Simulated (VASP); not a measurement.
Wanted: the native input for a VASP 6.6.1 run.

- Task: atomic charges
- Functional: PBE
- Dispersion: TS
- Potentials or basis: VASP PAW PBE potentials, release 64 (Si, Cl, H)
- Cutoff: 520 eV
- k mesh: 1 × 1 × 1
- Occupations: gaussian, width 0.01 eV
- Spin: no spin polarisation
- Further INCAR settings: ALGO = Normal; EDIFF = 1e-06

The structure of SiClH3 lies in POSCAR:

```
SiH3Cl
1.0
   12.0000000000      0.0000000000      0.0000000000
    0.0000000000     12.0000000000      0.0000000000
    0.0000000000      0.0000000000     12.0000000000
Si Cl H
1 1 3
Direct
    0.4547750000      0.4653958300      0.5100833300
    0.6173000000      0.4210541700      0.5401500000
    0.3848666700      0.4231541700      0.6025833300
    0.4195500000      0.4150375000      0.4030833300
    0.4482083300      0.5884625000      0.5039333300
```

These files were run (other wordings do the same):

INCAR

```
PREC = Accurate ; ENCUT = 520
EDIFF = 1E-6 ; ISMEAR = 0
SIGMA = 0.01 ; LREAL = F
LASPH = T ; NELM = 100
ALGO = Normal ; ISIF = 2
LWAVE = F ; LCHARG = F
GGA = PE ; IVDW = 2
LORBIT = 11
```

KPOINTS

```
Automatic mesh
0
Gamma
  1 1 1
```

Potentials or basis: VASP PAW PBE potentials, release 64 (Si, Cl, H).

Run with:

```sh
$ cat potpaw_PBE.64/Si/POTCAR potpaw_PBE.64/Cl/POTCAR potpaw_PBE.64/H/POTCAR > POTCAR
$ mpirun -np 1 vasp_gam > vasp.out
```

It gave:

```json
{
 "Largest force": "0.225 eV/Å",
 "Gap between the frontier levels": "6.51 eV",
 "Valence electrons inside the program's atomic spheres": "Si 1.70; Cl 5.16; H 0.59",
 "Hirshfeld charges": "Si +0.31; Cl -0.11; H -0.06 e",
 "Dispersion energy per atom": "-0.002 eV"
}
```

Run time: 110 s on 1 thread of AMD EPYC 7R13 Processor (Zen 3) (shared host), peak memory 1.2 GiB.
